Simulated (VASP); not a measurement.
Input:

```
CsPbCl3
1.0
    5.56346     0.00000     0.00000
    0.00000     5.56346     0.00000
    0.00000     0.00000     5.56346
Cs Pb Cl
1 1 3
Direct
  0.00000   0.00000   0.00000
  0.50000   0.50000   0.50000
  0.50000   0.00000   0.50000
  0.00000   0.50000   0.50000
  0.50000   0.50000   0.00000
```

Calculation: PBEsol GGA, VASP's PBE PAW potentials (set 64) (plane waves; VASP). Settings: 520 eV cut-off, 4×4×4 Γ-centred mesh, Gaussian smearing of 0.050 eV, potentials Cs_sv Pb_d Cl.

### Question
The job: CsPbCl3 (cubic perovskite), 5 atoms, PBEsol, static run, 520 eV, 4×4×4 Γ-centred mesh. Roughly how much core time does it take on a busy server core?

### Answer
About 30 core-seconds (one run on a shared machine, a rough figure). It had 10 irreducible k-points, 26 bands, up to 4697 plane waves and 15 electronic steps.

The compound is CsPbCl3 in the cubic perovskite structure, the ideal cubic form; the compound distorts at low or room temperature. This cell is one point of a volume scan, at 0.97 of the reference volume.
